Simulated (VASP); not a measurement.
```
Na
1.0
   -2.09696     2.09696     2.09696
    2.09696    -2.09696     2.09696
    2.09696     2.09696    -2.09696
Na
1
Cartesian
  0.00000   0.00000   0.00000
```

The numbers are results of revTPSS meta-GGA, VASP's PBE PAW potentials (set 64) (plane waves; VASP), not measurements. Run with 520 eV cut-off, 11×11×11 Γ-centred mesh, first-order Methfessel-Paxton smearing of 0.10 eV, potentials Na_pv.

Task: What does the run give for the energy per atom (σ→0), band gap (on the k-mesh) with the smallest direct gap where there is one?

Result: 
```yaml
band gap (on the k-mesh): none (metal, semimetal or under 0.01 eV)
energy per atom (σ→0): -2.845 eV/atom
```

The compound is Na in the bcc structure. It was relaxed first. The start is the result of an earlier pass.
